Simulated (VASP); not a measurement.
Calculation: LDA (Ceperley-Alder, Perdew-Zunger), VASP's LDA PAW potentials (set 64) (plane waves; VASP 6.6.1).

VASP input:

KPOINTS:
```
Automatic mesh
0
Gamma
7 7 7
0 0 0
```

**POSCAR**
```
CdTe
1
    0.0000000000     3.2057647232     3.2057647232
    3.2057647232     0.0000000000     3.2057647232
    3.2057647232     3.2057647232     0.0000000000
Cd Te
1 1
Direct
  0.0000000000   0.0000000000   0.0000000000
  0.2500000000   0.2500000000   0.2500000000
```

INCAR:
```
ALGO  =  Normal
EDIFF  =  1E-6
EDIFFG  =  -0.01
ENCUT  =  400
IBRION  =  2
ISIF  =  3
ISMEAR  =  0
LASPH  =  .TRUE.
LCHARG  =  .FALSE.
LMAXMIX  =  4
LREAL  =  .FALSE.
LWAVE  =  .FALSE.
NELM  =  100
NSW  =  60
PREC  =  Accurate
SIGMA  =  0.05
SYSTEM  =  CdTe
```

POTCAR, in this order: Cd Te (LDA.64 set). Program: vasp_std.

The run wrote:

**OUTCAR**
```
 ion  position               nearest neighbor table
   1  0.000  0.000  0.000-   2 2.78   2 2.78   2 2.78   2 2.78
   2  0.250  0.250  0.250-   1 2.78   1 2.78   1 2.78   1 2.78
  LATTYP: Found a face centered cubic cell.
 ALAT       =     6.4115294464
 Subroutine PRICEL returns:
 Original cell was already a primitive cell.
 Subroutine GETGRP returns: Found 24 space group operations
The static configuration has the point symmetry T_d .
The dynamic configuration has the point symmetry T_d .
 Subroutine INISYM returns: Found 24 space group operations
 Subroutine IBZKPT returns following result:
 Found     20 irreducible k-points:

 Following reciprocal coordinates:
            Coordinates               Weight
  0.000000  0.000000  0.000000      1.000000
  0.142857  0.000000  0.000000      8.000000
  0.285714  0.000000  0.000000      8.000000
  0.428571  0.000000  0.000000      8.000000
  0.142857  0.142857  0.000000      6.000000
  0.285714  0.142857  0.000000     24.000000
  0.428571  0.142857  0.000000     24.000000
 -0.428571  0.142857  0.000000     24.000000
 -0.285714  0.142857  0.000000     24.000000
...
```

OSZICAR:
```
       N       E                     dE             d eps       ncg     rms          rms(c)
DAV:   1     0.891718883968E+02    0.89172E+02   -0.74628E+03   528   0.986E+02
DAV:   2    -0.259477702105E+01   -0.91767E+02   -0.88836E+02   605   0.259E+02
DAV:   3    -0.625029374282E+01   -0.36555E+01   -0.34914E+01   605   0.532E+01
DAV:   4    -0.629087195076E+01   -0.40578E-01   -0.40575E-01   727   0.471E+00
DAV:   5    -0.629102995282E+01   -0.15800E-03   -0.15800E-03   605   0.251E-01    0.630E+00
DAV:   6    -0.607227864048E+01    0.21875E+00   -0.45709E-01   575   0.955E+00    0.501E+00
DAV:   7    -0.604980152686E+01    0.22477E-01   -0.10772E-01   595   0.252E+00    0.180E+00
DAV:   8    -0.604778374150E+01    0.20178E-02   -0.10693E-02   545   0.150E+00    0.501E-01
DAV:   9    -0.604749763605E+01    0.28611E-03   -0.82088E-04   600   0.349E-01    0.136E-01
DAV:  10    -0.604748497605E+01    0.12660E-04   -0.99541E-05   568   0.980E-02    0.566E-02
DAV:  11    -0.604748844712E+01   -0.34711E-05   -0.21722E-05   612   0.493E-02    0.279E-02
DAV:  12    -0.604748768944E+01    0.75768E-06   -0.18435E-06   476   0.137E-02
   1 F= -.60474877E+01 E0= -.60474877E+01  d E =-.604749E+01
       N       E                     dE             d eps       ncg     rms          rms(c)
DAV:   1    -0.604921218424E+01   -0.17237E-02   -0.34241E-02   590   0.250E+00    0.309E-01
DAV:   2    -0.604769108186E+01    0.15211E-02   -0.42878E-03   570   0.107E+00    0.100E-01
DAV:   3    -0.604754731607E+01    0.14377E-03   -0.36356E-04   580   0.206E-01    0.838E-02
DAV:   4    -0.604752376554E+01    0.23551E-04   -0.38397E-05   550   0.521E-02    0.160E-02
DAV:   5    -0.604752222609E+01    0.15395E-05   -0.42753E-06   555   0.289E-02    0.111E-02
DAV:   6    -0.604752214204E+01    0.84053E-07   -0.99301E-07   285   0.105E-02
   2 F= -.60475221E+01 E0= -.60475221E+01  d E =-.344526E-04
```

OUTCAR:
```
------------------------ aborting loop because EDIFF is reached ----------------------------------------
  FORCE on cell =-STRESS in cart. coord.  units (eV):
  Direction    XX          YY          ZZ          XY          YZ          ZX
  --------------------------------------------------------------------------------------
  Total        0.0132208      0.0132208      0.0132208     -0.0000000      0.0000000      0.0000000
  in kB        0.3224746      0.3224746      0.3224746     -0.0000000      0.0000000      0.0000000
  external PRESSURE =       0.3224746 kB  Pullay stress =       0.0000000 kB
  volume of cell :       65.69
      direct lattice vectors                 reciprocal lattice vectors
     0.000000000  3.202441247  3.202441247    -0.156130889  0.156130889  0.156130889
     3.202441247 -0.000000000  3.202441247     0.156130889 -0.156130889  0.156130889
     3.202441247  3.202441247  0.000000000     0.156130889  0.156130889 -0.156130889
  FREE ENERGIE OF THE ION-ELECTRON SYSTEM (eV)
  ---------------------------------------------------
  free  energy   TOTEN  =        -6.0475221420 eV

  energy  without entropy=       -6.0475221420  energy(sigma->0) =       -6.04752214

 reached required accuracy - stopping structural energy minimisation
```
(Selected blocks of OUTCAR.)

### CONTCAR
```
CdTe
   1.00000000000000
     0.0000000000000000    3.2024412470876595    3.2024412470876595
     3.2024412470876595   -0.0000000000000000    3.2024412470876595
     3.2024412470876595    3.2024412470876595    0.0000000000000000
  Cd              Te
     1     1
Direct
     1.0000000000000000    0.0000000000000000    0.0000000000000000
     0.2500000000000000    0.2500000000000000    0.2500000000000000
```

The structure comes from a computed database's CdTe entry (F-43m); how it stands against other phases isn't given here. This run relaxes it. Symmetry was kept, so distortions that lower it aren't found. The start is the result of an earlier pass.
